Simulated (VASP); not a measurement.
Calculation: PBE GGA, VASP's PBE PAW potentials (set 64) (plane waves; VASP).

VASP input:

**KPOINTS**
```
Automatic
0
gamma
  6 6 6
```

### INCAR
```
# general
SYSTEM  = CsBr
PREC    = Accurate
ENCUT   = 480
LREAL   = .False.
LASPH   = .True.

# electronic loop
EDIFF   = 1E-7
NELM    = 100
ALGO    = Normal
LMAXMIX = 4

# smearing
ISMEAR  = 0
SIGMA   = 0.05

# functional
GGA     = PE

# ions
ISIF    = 2

# output
LWAVE   = .False.
LCHARG  = .False.
```

File POSCAR:
```
CsBr
4.3864560
  0.9999999763   0.0000000000   0.0000000000
  0.0000000000   0.9999999763   0.0000000000
  0.0000000000   0.0000000000   0.9999999763
Cs Br
1 1
Direct
  0.0000000000   0.0000000000   0.0000000000
  0.5000000000   0.5000000000   0.5000000000
```

POTCAR, in this order: Cs_sv Br (PBE.64 set). Program: vasp_std.

Unless said otherwise, spin-orbit coupling is left out, though it shifts the bands of the heavy elements here.

### Question
What does the run give for the energy per atom (σ→0), band gap (on the k-mesh)?

### Answer

```
Item                              Result
------------------------  --------------
energy per atom (σ→0)     -3.012 eV/atom
band gap (on the k-mesh)         4.25 eV
```

### OSZICAR
```
...
DAV:   7    -0.602083681155E+01    0.40757E-01   -0.18642E-01   596   0.220E+00    0.593E-01
DAV:   8    -0.602371873485E+01   -0.28819E-02   -0.12632E-02   556   0.801E-01    0.962E-02
DAV:   9    -0.602416974922E+01   -0.45101E-03   -0.25172E-03   580   0.306E-01    0.810E-02
DAV:  10    -0.602421771719E+01   -0.47968E-04   -0.16729E-04   552   0.105E-01    0.119E-02
DAV:  11    -0.602422352764E+01   -0.58104E-05   -0.37000E-05   568   0.375E-02    0.476E-03
DAV:  12    -0.602422348949E+01    0.38142E-07   -0.76193E-06   572   0.172E-02    0.120E-03
DAV:  13    -0.602422349945E+01   -0.99591E-08   -0.18817E-07   540   0.343E-03
   1 F= -.60242235E+01 E0= -.60242235E+01  d E =-.904821E-11
```

The compound is CsBr in the CsCl type structure. It was relaxed first, which changed the volume by +7 %.
